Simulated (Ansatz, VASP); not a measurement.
# Cross-check of Ca3SnS between VASP and Ansatz, part 2 of 2

Aim: how closely do two programs agree when they are given the same cell, functional and k mesh? The cell is generated by rule, not measured, and may not be a known phase. The cell is taken from a series of runs on this material, whose earlier steps may have relaxed, scaled, displaced or heated it; both programs get it as it stands.

VASP 6.6.1 and Ansatz 0.2.0.

So far: The starting structure; Ansatz: relaxation of cell and atoms, r2SCAN.

## Step 3: VASP: relaxation of cell and atoms, r2SCAN

Level of this step: r2SCAN; plane waves and PAW (Sn_d, S, Ca_sv); invented cell (VASP).

The same cell, functional, mesh and smearing now go to VASP, with its own data sets.

Lines of VASP's logs that name or quote its potential files are left out, and so is its time.

Contents of INCAR:

```
SYSTEM = Ca3SnS
PREC = Accurate
ENCUT = 550
EDIFF = 1E-07
NELM = 120
ISMEAR = 0
SIGMA = 0.01
LREAL = .FALSE.
ALGO = Normal
METAGGA = R2SCAN
LASPH = .TRUE.
NBANDS = 31
LORBIT = 11
LWAVE = .FALSE.
LCHARG = .FALSE.
ISIF = 3
IBRION = 2
NSW = 80
EDIFFG = -0.005
GGA_COMPAT = .FALSE.
NELMIN = 4
EFERMI = MIDGAP
LMIXTAU = .TRUE.
KPAR = 2
```

Contents of POSCAR:

```
Ca3SnS
1.0
    5.2922430000      0.0000000000      0.0000000000
    0.0000000000      5.2922430000      0.0000000000
    0.0000000000      0.0000000000      5.2922430000
Sn S Ca
1 1 3
Direct
    0.0000000000      0.0000000000      0.0000000000
    0.5000000945      0.5000000945      0.5000000945
    0.5000000945      0.5000000945      0.0000000000
    0.5000000945      0.0000000000      0.5000000945
    0.0000000000      0.5000000945      0.5000000945
```

Contents of KPOINTS:

```
Automatic mesh
0
Gamma
6 6 6
0 0 0
```

The projector-augmented-wave data sets are Sn_d, S and Ca_sv (PBE family, release 64).

Run with:

```console
$ mpirun -np 2 vasp_std
```

Numbers of over 12 decimals in the logs are rounded to 6 here.

The log of the run:

```text
[banner, memory and clock lines left out]
running    2 mpi-ranks, on    1 nodes
 distrk:  each k-point on    1 cores,    2 groups
 distr:  one band on    1 cores,    1 groups

 POSCAR found type information on POSCAR SnS Ca
 POSCAR found :  3 types and       5 ions
|                                                                             |
|               ----> ADVICE to this user running VASP <----                  |
|                                                                             |
|     You enforced a specific xc type in the INCAR file but a different       |
|     [... a line on the potential file left out ...]
|     I HOPE YOU KNOW WHAT YOU ARE DOING!                                     |
|                                                                             |

 LDA part: xc-table for (None), standard interpolation
 POSCAR, INCAR and KPOINTS ok, starting setup
 FFT: planning ... GRIDC
 FFT: planning ... GRID_SOFT
 FFT: planning ... GRID
 WAVECAR not read
 entering main loop
       N       E                     dE             d eps       ncg     rms          rms(c)
DAV:   1     0.522403144831E+03    0.52240E+03   -0.25314E+04  1248   0.182E+03
DAV:   2    -0.820242503672E+01   -0.53061E+03   -0.51970E+03  1240   0.527E+02
DAV:   3    -0.649454000041E+02   -0.56743E+02   -0.56111E+02  1889   0.153E+02
DAV:   4    -0.693877011751E+02   -0.44423E+01   -0.44038E+01  1944   0.357E+01
DAV:   5    -0.696748190782E+02   -0.28712E+00   -0.28668E+00  2130   0.793E+00    0.763E+00
DAV:   6    -0.625944201515E+02    0.70804E+01   -0.68592E+00  1912   0.210E+01    0.645E+00
DAV:   7    -0.585822027875E+02    0.40122E+01   -0.12481E+00  1492   0.100E+01    0.230E+00
DAV:   8    -0.623630696355E+02   -0.37809E+01   -0.30792E+00  1317   0.861E+00    0.188E+00
DAV:   9    -0.611336489517E+02    0.12294E+01   -0.65459E-01  1376   0.566E+00    0.145E+00
DAV:  10    -0.599695341368E+02    0.11641E+01   -0.16969E-01  1401   0.331E+00    0.886E-01
DAV:  11    -0.601650017578E+02   -0.19547E+00   -0.89018E-01  1275   0.765E+00    0.437E-01
DAV:  12    -0.601368172230E+02    0.28185E-01   -0.11740E-01  1324   0.278E+00    0.236E-01
DAV:  13    -0.601751881215E+02   -0.38371E-01   -0.22848E-02  1647   0.941E-01    0.165E-01
DAV:  14    -0.601631241755E+02    0.12064E-01   -0.52542E-03  1431   0.388E-01    0.186E-01
[...]
DAV:  27    -0.602226929449E+02   -0.38416E-05   -0.18005E-05  1688   0.204E-02    0.983E-03
DAV:  28    -0.602226922801E+02    0.66473E-06   -0.27125E-06  1394   0.972E-03    0.514E-03
DAV:  29    -0.602226952195E+02   -0.29394E-05   -0.24389E-06  1345   0.117E-02    0.420E-03
DAV:  30    -0.602226953841E+02   -0.16456E-06   -0.54133E-07  1172   0.530E-03    0.243E-03
DAV:  31    -0.602226959695E+02   -0.58535E-06   -0.41912E-07  1095   0.452E-03    0.922E-04
DAV:  32    -0.602226963931E+02   -0.42364E-06   -0.36832E-07  1090   0.387E-03    0.131E-03
DAV:  33    -0.602226965207E+02   -0.12761E-06   -0.11532E-07   975   0.276E-03    0.116E-03
DAV:  34    -0.602226964380E+02    0.82667E-07   -0.25758E-08   753   0.129E-03
   1 F= -.60222696E+02 E0= -.60222696E+02  d E =-.602227E+02
 curvature:   0.00 expect dE= 0.000E+00 dE for cont linesearch  0.000E+00
 trial: gam= 0.00000 g(F)=  0.000E+00 g(S)=  0.896E-03 ort = 0.000E+00 (trialstep = 0.100E+01)
 search vector abs. value=  0.896E-03
 bond charge predicted
       N       E                     dE             d eps       ncg     rms          rms(c)
DAV:   1    -0.602320333468E+02   -0.93368E-02   -0.26153E-01  1380   0.488E+00    0.522E-01
DAV:   2    -0.602249533112E+02    0.70800E-02   -0.20485E-02  1849   0.119E+00    0.295E-01
DAV:   3    -0.602221572603E+02    0.27961E-02   -0.12331E-02  1749   0.927E-01    0.850E-02
DAV:   4    -0.602230087466E+02   -0.85149E-03   -0.36118E-03  1275   0.399E-01    0.463E-02
DAV:   5    -0.602230812595E+02   -0.72513E-04   -0.42824E-04  1710   0.902E-02    0.424E-02
DAV:   6    -0.602230155425E+02    0.65717E-04   -0.31442E-04  1296   0.109E-01    0.202E-02
DAV:   7    -0.602230768804E+02   -0.61338E-04   -0.24305E-04  1268   0.108E-01    0.899E-03
DAV:   8    -0.602230645815E+02    0.12299E-04   -0.35047E-05  2037   0.326E-02    0.631E-03
DAV:   9    -0.602230671898E+02   -0.26082E-05   -0.47430E-06  1345   0.145E-02    0.393E-03
DAV:  10    -0.602230650930E+02    0.20968E-05   -0.36434E-06  1472   0.844E-03    0.165E-03
DAV:  11    -0.602230646365E+02    0.45651E-06   -0.74695E-07  1306   0.555E-03    0.924E-04
DAV:  12    -0.602230647166E+02   -0.80142E-07   -0.99095E-08   879   0.225E-03
   2 F= -.60223065E+02 E0= -.60223065E+02  d E =-.368279E-03
 trial-energy change:   -0.000368  1 .order   -0.000375   -0.000896    0.000146
 step:   0.8548(harm=  0.8596)  dis= 0.00000  next Energy=   -60.223075 (dE=-0.379E-03)
 bond charge predicted
       N       E                     dE             d eps       ncg     rms          rms(c)
DAV:   1    -0.602232639603E+02   -0.19932E-03   -0.54802E-03  1380   0.704E-01    0.761E-02
DAV:   2    -0.602231080094E+02    0.15595E-03   -0.43360E-04  1849   0.173E-01    0.427E-02
DAV:   3    -0.602230452720E+02    0.62737E-04   -0.24984E-04  1749   0.132E-01    0.122E-02
DAV:   4    -0.602230657808E+02   -0.20509E-04   -0.71979E-05  1290   0.563E-02    0.660E-03
DAV:   5    -0.602230690005E+02   -0.32197E-05   -0.90255E-06  1695   0.133E-02    0.614E-03
DAV:   6    -0.602230707035E+02   -0.17030E-05   -0.73991E-06  1297   0.166E-02    0.278E-03
DAV:   7    -0.602230746239E+02   -0.39204E-05   -0.56273E-06  1254   0.165E-02    0.125E-03
DAV:   8    -0.602230750730E+02   -0.44907E-06   -0.69262E-07  1412   0.474E-03    0.871E-04
DAV:   9    -0.602230752547E+02   -0.18167E-06   -0.15732E-07   967   0.286E-03    0.493E-04
DAV:  10    -0.602230752059E+02    0.48743E-07   -0.47503E-08   662   0.144E-03
   3 F= -.60223075E+02 E0= -.60223075E+02  d E =-.378768E-03
 curvature:  -0.43 expect dE=-0.178E-07 dE for cont linesearch -0.178E-07
 trial: gam=-0.00676 g(F)=  0.460E-49 g(S)=  0.415E-07 ort = 0.610E-05 (trialstep = 0.971E+00)
 search vector abs. value=  0.102E-09
 reached required accuracy - stopping structural energy minimisation
```

From OUTCAR (step 3):

```text
ion  position               nearest neighbor table
   1  0.000  0.000  0.000-
   2  0.500  0.500  0.500-   3 2.65   4 2.65   5 2.65   3 2.65   4 2.65   5 2.65
   3  0.500  0.500  0.000-   2 2.65   2 2.65
   4  0.500  0.000  0.500-   2 2.65   2 2.65
   5  0.000  0.500  0.500-   2 2.65   2 2.65

  LATTYP: Found a simple cubic cell.
 ALAT       =     5.2922430000

 Subroutine GETGRP returns: Found 48 space group operations
 (whereof 48 operations were pure point group operations)

The static configuration has the point symmetry O_h .

 Found     20 irreducible k-points:

   k-points           NKPTS =     20   k-points in BZ     NKDIM =     20   number of bands    NBANDS=     31

   dimension x,y,z NGX =    40 NGY =   40 NGZ =   40
   dimension x,y,z NGXF=    80 NGYF=   80 NGZF=   80

   ENCUT  =  550.0 eV  40.42 Ry    6.36 a.u.  10.12 10.12 10.12*2*pi/ulx,y,z

   NELECT =      50.0000    total number of electrons

 k-points in reciprocal lattice and weights: Automatic mesh
   0.00000000  0.00000000  0.00000000       0.005
   0.16666667  0.00000000  0.00000000       0.028
   0.33333333  0.00000000  0.00000000       0.028
   0.50000000  0.00000000  0.00000000       0.014
   0.16666667  0.16666667  0.00000000       0.056
   0.33333333  0.16666667  0.00000000       0.111
   0.50000000  0.16666667  0.00000000       0.056
   0.33333333  0.33333333  0.00000000       0.056
   0.50000000  0.33333333  0.00000000       0.056
[...]
0.50000000  0.50000000  0.33333333       0.028
   0.50000000  0.50000000  0.50000000       0.005

 average (electrostatic) potential at core
       1-107.3108       2 -91.3530       3 -50.4024       4 -50.4024       5 -50.4024

 E-fermi :   4.4625

 k-point     1 :       0.0000    0.0000    0.0000
  band No.  band energies     occupation
    ...
     21      -0.3240      2.00000
     22      -0.3240      2.00000
     23       4.3254      2.00000
     24       4.3254      2.00000
     25       4.3254      2.00000
     26       4.5996      0.00000
     27       4.5996      0.00000
     28       4.7035      0.00000
     29       4.7035      0.00000
     30       4.7035      0.00000
    ...

 k-point     2 :       0.1667    0.0000    0.0000
  band No.  band energies     occupation
    ...
     21      -0.3476      2.00000
     22      -0.3476      2.00000
     23       3.1405      2.00000
     24       3.9023      2.00000
     25       3.9023      2.00000
     26       4.7643      0.00000
     27       4.7648      0.00000
     28       5.1520      0.00000
     29       5.3366      0.00000
     30       5.3366      0.00000
    ...

 k-point     3 :       0.3333    0.0000    0.0000
  band No.  band energies     occupation
    ...
     21      -0.3938      2.00000
     22      -0.3938      2.00000
     23       2.0494      2.00000
     24       3.5625      2.00000
     25       3.5625      2.00000
     26       4.9055      0.00000
     27       5.1902      0.00000
     28       5.7272      0.00000
     29       6.2250      0.00000
     30       6.2250      0.00000
    ...

  Total        0.0011970      0.0011970      0.0011970     -0.0000000      0.0000000      0.0000000
  in kB        0.0128820      0.0128820      0.0128820     -0.0000000      0.0000000      0.0000000
  external PRESSURE =       0.0128820 kB  Pullay stress =       0.0000000 kB

  energy-cutoff  :      550.00
  volume of cell :      148.87
      direct lattice vectors                 reciprocal lattice vectors
     5.299923555  0.000000000  0.000000000     0.188681967 -0.000000000  0.000000000
     0.000000000  5.299923555  0.000000000     0.000000000  0.188681967 -0.000000000
    -0.000000000  0.000000000  5.299923555    -0.000000000 -0.000000000  0.188681967

 POSITION                                       TOTAL-FORCE (eV/Angst)
 -----------------------------------------------------------------------------------
      0.00000      0.00000      0.00000         0.000000      0.000000      0.000000
      2.64996      2.64996      2.64996        -0.000000     -0.000000      0.000000
      2.64996      2.64996      0.00000        -0.000000      0.000000      0.000000
      2.64996      0.00000      2.64996         0.000000     -0.000000      0.000000
      0.00000      2.64996      2.64996        -0.000000     -0.000000      0.000000
 -----------------------------------------------------------------------------------
    total drift:                               -0.001135     -0.001135     -0.001135

  FREE ENERGIE OF THE ION-ELECTRON SYSTEM (eV)
  ---------------------------------------------------
  free  energy   TOTEN  =       -60.2230752059 eV

  energy  without entropy=      -60.2230752059  energy(sigma->0) =      -60.22307521

 reached required accuracy - stopping structural energy minimisation

 total charge
# of ion       s       p       d       tot
------------------------------------------
    1        1.094   1.224   9.904  12.223
    2        1.314   2.587   0.000   3.901
    3        2.034   5.854   0.238   8.127
    4        2.034   5.854   0.238   8.127
    5        2.034   5.854   0.238   8.127
--------------------------------------------------
tot          8.511  21.374  10.618  40.504

[... 3 further parts left out ...]
```

CONTCAR:

```
Ca3SnS
   1.00000000000000
     5.2999235550083768    0.0000000000000000    0.0000000000000000
     0.0000000000000000    5.2999235550083768    0.0000000000000000
    -0.0000000000000000    0.0000000000000000    5.2999235550083768
  Sn              S               Ca
     1     1     3
Direct
     0.0000000000000000    0.0000000000000000    0.0000000000000000
     0.5000000945000025    0.5000000945000025    0.5000000945000025
     0.5000000945000025    0.5000000945000025    0.0000000000000000
     0.5000000945000025    0.0000000000000000    0.5000000945000025
     0.0000000000000000    0.5000000945000025    0.5000000945000025
```

## Step 4: Comparison

Known differences besides the potentials themselves: VASP keeps PBE cores, Ansatz makes them for the functional; the cutoff is 500 eV in Ansatz and 550 eV in VASP; Ansatz adds a Pulay correction to the stress that steers its cell, VASP none; in our runs with r2SCAN, forces from VASP's data set Ca_sv part from Ansatz's all-electron ones, so neither program is the reference here. Total energies have different zeros and are not compared.

Both answers:

```tsv
quantity	Ansatz	VASP	difference
volume (Å³)	148.22	148.87	-0.43 %
edge a after relaxation, in the typed setting (Å)	5.292	5.300	-0.15 %
```

## Step 5: Outcome

* difference in volume (relaxation of cell and atoms, r2SCAN): -0.43 %

The difference in volume is -0.43 % (relaxation of cell and atoms, r2SCAN), within the 1.2 % picked in this series as the mark of a large difference, as far as the stopping tolerances let one tell. Such differences can come from data sets, numerical settings and the points named under the comparisons, not from the functional's error against experiment.

[Lines on the potential files, build, host, timing and source positions are cut from VASP's logs without a mark.]

[Logs are printed without paths, hosts, clocks, repeated set-up lines and the standing remarks that a program may print on its own settings, such as how far it seeks lower states.]

[Hosts, paths, dates, database ids (printed as entryN), source tags and the programs' standing remarks are cut or masked in the printed files.]
